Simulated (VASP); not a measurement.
OSZICAR of a VASP run on MgI$_{2}$ (1T layered):

**OSZICAR**
```
       N       E                     dE             d eps       ncg     rms          rms(c)
DAV:   1     0.731406948422E+02    0.73141E+02   -0.52316E+03   408   0.858E+02
DAV:   2    -0.377120360547E+01   -0.76912E+02   -0.71712E+02   648   0.140E+02
DAV:   3    -0.915701379756E+01   -0.53858E+01   -0.53617E+01   512   0.454E+01
DAV:   4    -0.924828312841E+01   -0.91269E-01   -0.91258E-01   536   0.755E+00
DAV:   5    -0.925002936019E+01   -0.17462E-02   -0.17462E-02   512   0.105E+00    0.443E+00
DAV:   6    -0.912774322254E+01    0.12229E+00   -0.12710E-01   448   0.191E+00    0.292E+00
DAV:   7    -0.909574655468E+01    0.31997E-01   -0.11922E-01   472   0.185E+00    0.528E-01
DAV:   8    -0.909294441010E+01    0.28021E-02   -0.10306E-02   452   0.603E-01    0.206E-01
DAV:   9    -0.909289966838E+01    0.44742E-04   -0.56932E-04   508   0.159E-01    0.873E-02
DAV:  10    -0.909289279736E+01    0.68710E-05   -0.28040E-05   480   0.406E-02    0.393E-02
DAV:  11    -0.909289175597E+01    0.10414E-05   -0.34832E-06   480   0.135E-02    0.251E-02
DAV:  12    -0.909289159586E+01    0.16011E-06   -0.47065E-07   296   0.474E-03
   1 F= -.90928916E+01 E0= -.90928916E+01  d E =-.909289E+01
       N       E                     dE             d eps       ncg     rms          rms(c)
DAV:   1    -0.909369937012E+01   -0.80761E-03   -0.19057E-02   416   0.744E-01    0.960E-02
DAV:   2    -0.909336998995E+01    0.32938E-03   -0.61820E-04   492   0.175E-01    0.501E-02
DAV:   3    -0.909323245130E+01    0.13754E-03   -0.38770E-04   468   0.106E-01    0.294E-02
DAV:   4    -0.909323134244E+01    0.11089E-05   -0.10978E-05   464   0.247E-02    0.260E-02
DAV:   5    -0.909322893935E+01    0.24031E-05   -0.50860E-06   500   0.140E-02    0.404E-03
DAV:   6    -0.909322897498E+01   -0.35622E-07   -0.36989E-07   240   0.414E-03
   2 F= -.90932290E+01 E0= -.90932290E+01  d E =-.337379E-03
       N       E                     dE             d eps       ncg     rms          rms(c)
DAV:   1    -0.909694240745E+01   -0.37135E-02   -0.13620E-01   416   0.199E+00    0.252E-01
DAV:   2    -0.909461008734E+01    0.23323E-02   -0.44169E-03   492   0.467E-01    0.129E-01
DAV:   3    -0.909364054329E+01    0.96954E-03   -0.27036E-03   464   0.282E-01    0.790E-02
DAV:   4    -0.909363245674E+01    0.80865E-05   -0.77357E-05   468   0.654E-02    0.700E-02
DAV:   5    -0.909361560135E+01    0.16855E-04   -0.36101E-05   496   0.373E-02    0.111E-02
DAV:   6    -0.909361590971E+01   -0.30836E-06   -0.28651E-06   452   0.109E-02
   3 F= -.90936159E+01 E0= -.90936159E+01  d E =-.724314E-03
       N       E                     dE             d eps       ncg     rms          rms(c)
DAV:   1    -0.909390072084E+01   -0.28512E-03   -0.10862E-02   416   0.597E-01    0.442E-02
DAV:   2    -0.909387751952E+01    0.23201E-04   -0.40092E-04   464   0.142E-01    0.240E-02
DAV:   3    -0.909385380770E+01    0.23712E-04   -0.22682E-05   488   0.332E-02    0.130E-02
DAV:   4    -0.909384645843E+01    0.73493E-05   -0.19193E-05   492   0.265E-02    0.287E-03
DAV:   5    -0.909384655917E+01   -0.10074E-06   -0.18015E-06   316   0.860E-03
   4 F= -.90938466E+01 E0= -.90938466E+01  d E =-.230649E-03
       N       E                     dE             d eps       ncg     rms          rms(c)
DAV:   1    -0.909476358704E+01   -0.91713E-03   -0.97644E-02   416   0.179E+00    0.142E-01
DAV:   2    -0.909453777226E+01    0.22581E-03   -0.36256E-03   464   0.427E-01    0.710E-02
DAV:   3    -0.909431807696E+01    0.21970E-03   -0.21565E-04   488   0.102E-01    0.375E-02
DAV:   4    -0.909425347594E+01    0.64601E-04   -0.16857E-04   492   0.784E-02    0.803E-03
DAV:   5    -0.909425422492E+01   -0.74898E-06   -0.16222E-05   452   0.253E-02    0.103E-02
DAV:   6    -0.909425413909E+01    0.85828E-07   -0.45104E-07   268   0.529E-03
   5 F= -.90942541E+01 E0= -.90942541E+01  d E =-.638229E-03
       N       E                     dE             d eps       ncg     rms          rms(c)
DAV:   1    -0.909440682158E+01   -0.15260E-03   -0.20654E-02   416   0.823E-01    0.643E-02
DAV:   2    -0.909435908104E+01    0.47741E-04   -0.76445E-04   464   0.196E-01    0.328E-02
DAV:   3    -0.909431226480E+01    0.46816E-04   -0.45761E-05   488   0.468E-02    0.173E-02
DAV:   4    -0.909429864049E+01    0.13624E-04   -0.35772E-05   492   0.361E-02    0.371E-03
DAV:   5    -0.909429880910E+01   -0.16861E-06   -0.34047E-06   404   0.116E-02
   6 F= -.90942988E+01 E0= -.90942988E+01  d E =-.682899E-03
       N       E                     dE             d eps       ncg     rms          rms(c)
DAV:   1    -0.909464390517E+01   -0.34526E-03   -0.14527E-02   416   0.687E-01    0.658E-02
DAV:   2    -0.909451991941E+01    0.12399E-03   -0.63941E-04   472   0.170E-01    0.354E-02
DAV:   3    -0.909447516210E+01    0.44757E-04   -0.10989E-04   448   0.561E-02    0.184E-02
DAV:   4    -0.909447310420E+01    0.20579E-05   -0.34277E-06   468   0.130E-02    0.184E-02
DAV:   5    -0.909447196210E+01    0.11421E-05   -0.21546E-06   352   0.896E-03    0.187E-03
DAV:   6    -0.909447197463E+01   -0.12535E-07   -0.18347E-07   216   0.336E-03
   7 F= -.90944720E+01 E0= -.90944720E+01  d E =-.173166E-03
       N       E                     dE             d eps       ncg     rms          rms(c)
DAV:   1    -0.909627855300E+01   -0.18066E-02   -0.13135E-01   416   0.207E+00    0.199E-01
DAV:   2    -0.909516307521E+01    0.11155E-02   -0.57624E-03   472   0.510E-01    0.103E-01
DAV:   3    -0.909476295694E+01    0.40012E-03   -0.99072E-04   448   0.169E-01    0.566E-02
DAV:   4    -0.909474562699E+01    0.17330E-04   -0.30502E-05   576   0.389E-02    0.561E-02
DAV:   5    -0.909473547713E+01    0.10150E-04   -0.21628E-05   472   0.266E-02    0.687E-03
DAV:   6    -0.909473547025E+01    0.68823E-08   -0.93061E-07   300   0.770E-03
   8 F= -.90947355E+01 E0= -.90947355E+01  d E =-.436661E-03
```

Q: Which electronic solver shows in the log?

A: It is blocked Davidson (ALGO = Normal, or the opening steps of other solvers). The INCAR had ALGO = Normal.

Q: Can the final energy be trusted as converged?

A: Self-consistency was reached. It stopped with EDIFF = 1E-6, NELM = 100, NSW = 60 and EDIFFG = -0.02 after 8 ionic steps (LDA (Ceperley-Alder, Perdew-Zunger), plane waves, VASP's LDA PAW potentials (set 64)).

The compound is MgI2 in the 1T layered structure. This run relaxes it. Symmetry was kept, so distortions that lower it aren't found. The start is the result of an earlier pass.
